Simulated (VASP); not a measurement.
An input for Quantum ESPRESSO's pw.x (written as the equivalent of a VASP run, and not itself run):

```
&CONTROL
  calculation = 'scf'
  pseudo_dir = './pseudo'
  outdir = './out'
  tprnfor = .true.
  tstress = .true.
/
&SYSTEM
  ibrav = 0
  nat = 8
  ntyp = 2
  ecutwfc = 70
  occupations = 'smearing'
  smearing = 'gaussian'
  degauss = 0.00735
  input_dft = 'pbesol'
/
&ELECTRONS
  conv_thr = 7.3e-08
  electron_maxstep = 100
/
ATOMIC_SPECIES
  Ca 40.078 Ca.upf
  In 114.818 In.upf
CELL_PARAMETERS angstrom
    -3.6741700    3.6741700    4.2131350
     3.6741700   -3.6741700    4.2131350
     3.6741700    3.6741700   -4.2131350
ATOMIC_POSITIONS crystal
  Ca   0.7500000  0.2500000  0.5000000
  Ca   0.2500000  0.7500000  0.5000000
  Ca   0.7068000  0.7068000  0.0000000
  Ca   0.2932000  0.2932000  0.0000000
  In   0.7832300  0.7832300  0.5664600
  In   0.2167700  0.2167700  0.4335400
  In   0.7832300  0.2167700  0.0000000
  In   0.2167700  0.7832300  0.0000000
K_POINTS automatic
  3 3 3 0 0 0
```

Task: Translate this input to VASP (INCAR, KPOINTS, POSCAR, choice of POTCAR).

Result: Several could match; the one computed here: 
### KPOINTS
```
K-points
0
Gamma
  3 3 3
0 0 0
```

**POSCAR**
```
CaIn
1.0
 -3.6741700000   3.6741700000   4.2131350000
  3.6741700000  -3.6741700000   4.2131350000
  3.6741700000   3.6741700000  -4.2131350000
Ca In
4 4
Cartesian
  0.0000000000   3.6741700000   2.1065675000
  3.6741700000   0.0000000000   2.1065675000
  0.0000000000  -0.0000000000   5.9556876360
  0.0000000000  -0.0000000000   2.4705823640
  2.0812703382   2.0812703382   4.2131350000
  1.5928996618   1.5928996618   0.0000000000
 -2.0812703382   2.0812703382   4.2131350000
  2.0812703382  -2.0812703382   4.2131350000
```

**INCAR**
```
SYSTEM = CaIn
PREC = Accurate
ENCUT = 300
EDIFF = 1E-6
NELM = 100
ALGO = Normal
LREAL = .FALSE.
LASPH = .TRUE.
ISMEAR = 0
SIGMA = 0.1
GGA = PS
LMAXMIX = 4
LWAVE = .FALSE.
LCHARG = .FALSE.
ISIF = 2
```

POTCAR, in this order: Ca_sv In_d (PBE.64 set). Program: vasp_std.

The two are equivalent in intent, not identical: the potentials are each code's own (VASP's PAW set, PseudoDojo norm-conserving files in pw.x), so ENCUT and ecutwfc are chosen apart and not converted; conv_thr bounds pw.x's estimated SCF error, while EDIFF bounds the energy change between steps.

The structure comes from a computed database's CaIn entry (I4/mmm); how it stands against other phases isn't given here. The cell was not relaxed at this level. The k-mesh is coarse (spacing up to 0.40 per Å, 2π included), so the numbers may not be converged in it.
